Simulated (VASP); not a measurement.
OSZICAR of a VASP run on GaN (zinc blende):

### OSZICAR
```
       N       E                     dE             d eps       ncg     rms          rms(c)
DAV:   1     0.923154438627E+02    0.92315E+02   -0.98134E+03   947   0.249E+03
DAV:   2    -0.716594984994E+01   -0.99481E+02   -0.94138E+02  1055   0.371E+02
DAV:   3    -0.147732085019E+02   -0.76073E+01   -0.75470E+01   995   0.916E+01
DAV:   4    -0.149094439611E+02   -0.13624E+00   -0.13610E+00  1155   0.131E+01
DAV:   5    -0.149112190072E+02   -0.17750E-02   -0.17750E-02   990   0.131E+00    0.717E+00
DAV:   6    -0.131504432780E+02    0.17608E+01   -0.52134E+00  1387   0.479E+01    0.265E+00
DAV:   7    -0.131402310668E+02    0.10212E-01   -0.30196E-01   910   0.711E+00    0.171E+00
DAV:   8    -0.131237074073E+02    0.16524E-01   -0.67669E-02  1080   0.358E+00    0.731E-01
DAV:   9    -0.131192420106E+02    0.44654E-02   -0.18975E-02  1374   0.322E+00    0.173E-01
DAV:  10    -0.131193916125E+02   -0.14960E-03   -0.16209E-03  1092   0.664E-01    0.828E-02
DAV:  11    -0.131193470541E+02    0.44558E-04   -0.20567E-04  1367   0.290E-01    0.711E-03
DAV:  12    -0.131193492830E+02   -0.22289E-05   -0.17440E-05  1010   0.555E-02    0.333E-03
DAV:  13    -0.131193491633E+02    0.11971E-06   -0.53939E-07   505   0.803E-03
   1 F= -.13119349E+02 E0= -.13119349E+02  d E =-.131193E+02
       N       E                     dE             d eps       ncg     rms          rms(c)
DAV:   1    -0.132591121161E+02   -0.13976E+00   -0.18064E+00  1065   0.377E+01    0.229E+00
DAV:   2    -0.131490039412E+02    0.11011E+00   -0.18916E-01  1110   0.150E+01    0.101E+00
DAV:   3    -0.131232493524E+02    0.25755E-01   -0.27915E-02  1120   0.640E+00    0.262E-01
DAV:   4    -0.131197580421E+02    0.34913E-02   -0.42005E-03  1165   0.106E+00    0.208E-02
DAV:   5    -0.131197778649E+02   -0.19823E-04   -0.25790E-04  1060   0.215E-01    0.173E-02
DAV:   6    -0.131197743661E+02    0.34988E-05   -0.83079E-06  1031   0.325E-02    0.107E-02
DAV:   7    -0.131197736287E+02    0.73744E-06   -0.20479E-06   570   0.278E-02
   2 F= -.13119774E+02 E0= -.13119774E+02  d E =-.424465E-03
       N       E                     dE             d eps       ncg     rms          rms(c)
DAV:   1    -0.131547721442E+02   -0.34998E-01   -0.43571E-01  1055   0.192E+01    0.109E+00
DAV:   2    -0.131296818580E+02    0.25090E-01   -0.40973E-02  1100   0.692E+00    0.491E-01
DAV:   3    -0.131233939132E+02    0.62879E-02   -0.75315E-03  1110   0.344E+00    0.116E-01
DAV:   4    -0.131226229015E+02    0.77101E-03   -0.10192E-03  1149   0.473E-01    0.120E-02
DAV:   5    -0.131226187339E+02    0.41676E-05   -0.24956E-05  1084   0.494E-02    0.910E-03
DAV:   6    -0.131226187152E+02    0.18627E-07   -0.36309E-07   545   0.768E-03
   3 F= -.13122619E+02 E0= -.13122619E+02  d E =-.326955E-02
       N       E                     dE             d eps       ncg     rms          rms(c)
DAV:   1    -0.131229945811E+02   -0.37585E-03   -0.54247E-03  1060   0.212E+00    0.122E-01
DAV:   2    -0.131226742104E+02    0.32037E-03   -0.54623E-04  1095   0.815E-01    0.547E-02
DAV:   3    -0.131225987660E+02    0.75444E-04   -0.92913E-05  1115   0.377E-01    0.135E-02
DAV:   4    -0.131225895888E+02    0.91772E-05   -0.13046E-05  1211   0.541E-02    0.933E-04
DAV:   5    -0.131225896138E+02   -0.25023E-07   -0.32594E-07   470   0.622E-03
   4 F= -.13122590E+02 E0= -.13122590E+02  d E =-.324045E-02
       N       E                     dE             d eps       ncg     rms          rms(c)
DAV:   1    -0.131227118672E+02   -0.12228E-03   -0.13280E-03  1065   0.104E+00    0.604E-02
DAV:   2    -0.131226344322E+02    0.77435E-04   -0.12970E-04  1110   0.390E-01    0.270E-02
DAV:   3    -0.131226154997E+02    0.18932E-04   -0.22198E-05  1125   0.185E-01    0.666E-03
DAV:   4    -0.131226128906E+02    0.26091E-05   -0.26569E-06   784   0.261E-02    0.497E-04
DAV:   5    -0.131226128971E+02   -0.64606E-08   -0.35701E-07   470   0.758E-03
   5 F= -.13122613E+02 E0= -.13122613E+02  d E =-.326373E-02
```

**Question.** Which electronic solver shows in the log?

**Answer.** It is blocked Davidson (ALGO = Normal, or the opening steps of other solvers). The INCAR had ALGO = Normal.

**Question.** Can the final energy be trusted as converged?

**Answer.** The run converged. It stopped with EDIFF = 1E-6, NELM = 100, NSW = 60 and EDIFFG = -0.01 after 5 ionic steps (PBEsol GGA, plane waves, VASP's PBE PAW potentials (set 64)).

The compound is GaN in the zinc blende structure, a metastable form; wurtzite is the usual one. This run relaxes it. Symmetry was kept, so distortions that lower it aren't found.
